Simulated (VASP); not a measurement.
A 63-atom supercell of BN (zinc blende) holds Si on the N site with a neighbouring B vacancy in charge state +1. It is relaxed twice, with the total moment held at 1 and at 3 μB. These are PBE GGA, VASP's PBE PAW potentials (set 64) (plane waves; VASP 6.6.1) values and carry that method's errors. Numerical set-up: PREC = Normal, LREAL = Auto, ISYM = 0, NELECT = 251.0, EDIFF = 1E-5, 400 eV cut-off, 1×1×1 Γ-centred mesh, Gaussian smearing of 0.050 eV, potentials B N Si.

The cell is charged, with a uniform compensating background. The supercell is sampled at Γ alone, which is coarse: total energies, pressure and levels can be off, energies of defects by several tenths of an eV.

Which spin state lies lower, and by how much?

The state with 1 μB lies lower, by 2.70 eV.

The cell is a supercell with a defect, built from BN (zinc blende).
